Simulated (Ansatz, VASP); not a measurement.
This is a calculation of MnHg for Ansatz 0.2.0.

The input input.yaml:

```yaml
crystal:
  lattice:
    - [3.265932221, 0.0, 0.0]
    - [0.0, 3.265932221, 0.0]
    - [0.0, 0.0, 3.2907644307]
  atoms:
    - { symbol: Hg, position: [0.0, 0.0, 0.0] }
    - { symbol: Mn, position: [0.5, 0.5, 0.5], spin: 4.0 }
hamiltonian:
  xc: pbe
  pseudopotentials: { kind: paw }
magnetization:
  spin_polarized: true
kpoints:
  mp_grid: { grid: [8, 8, 8] }
scf:
  occupations: { method: fermi_dirac, width: 0.05 }
output:
  forces: true
  stress: true
  eigenvalues: true
```

Potentials or basis: Ansatz PAW.

The run is started by

```sh
$ ansatz run input.yaml --threads 2 --pin off --max-ram 5120MiB --backend cpu --events-out ev --progress --plain --runs-dir out
```

Problem. Translate it to VASP 6.6.1. Potentials there: VASP PAW PBE potentials, release 64 (Hg, Mn_pv).

Solution. As run (the cutoff follows the program's own potentials):

File INCAR:

```
SYSTEM = MnHg
  ALGO = Normal
  EDIFF = 1E-7
  ENCUT = 520
  GGA = PE
  ISIF = 2
  ISMEAR = -1
  ISPIN = 2
  LASPH = .True.
  LCHARG = .False.
  LMAXMIX = 4
  LORBIT = 11
  LREAL = .False.
  LWAVE = .False.
  MAGMOM = 0 4
  NBANDS = 24
  NELM = 120
  PREC = Accurate
  SIGMA = 0.05
```

File KPOINTS:

```
k-points
0
Gamma
  8 8 8
  0 0 0
```

Contents of POSCAR:

```
MnHg
1.0
    3.2659322210      0.0000000000      0.0000000000
    0.0000000000      3.2659322210      0.0000000000
    0.0000000000      0.0000000000      3.2907644307
Hg Mn
1 1
Direct
    0.0000000000      0.0000000000      0.0000000000
    0.5000000000      0.5000000000      0.5000000000
```

Potentials or basis: VASP PAW PBE potentials, release 64 (Hg, Mn_pv).

The run is started by

```sh
$ cat potpaw_PBE.64/Hg/POTCAR potpaw_PBE.64/Mn_pv/POTCAR > POTCAR
$ mpirun -np 1 vasp_std > vasp.out
```

Both were run:

|  | VASP | Ansatz | Ansatz less VASP |
| --- | --- | --- | --- |
| gap on the k mesh at the Fermi level (eV) | none | none | - |
| pressure (GPa) | 4.3 | 3.7 | -0.56 |
| largest component of the traceless stress (GPa) | 0.08 | 0.09 | +0.016 |
| net moment per atom (μB) | 1.92 | 1.91 | -0.005 |
| size of the moment on the site where the two differ most (μB) | 3.76 | 3.79 | +0.036 |

Site moments also hang on the region over which each program counts them. A gap of «none» marks a metal or a gap that the smearing closes. The two sets of potentials don't hold the same shells in valence.

The runs have no spin-orbit coupling, so splittings on Hg are missing.
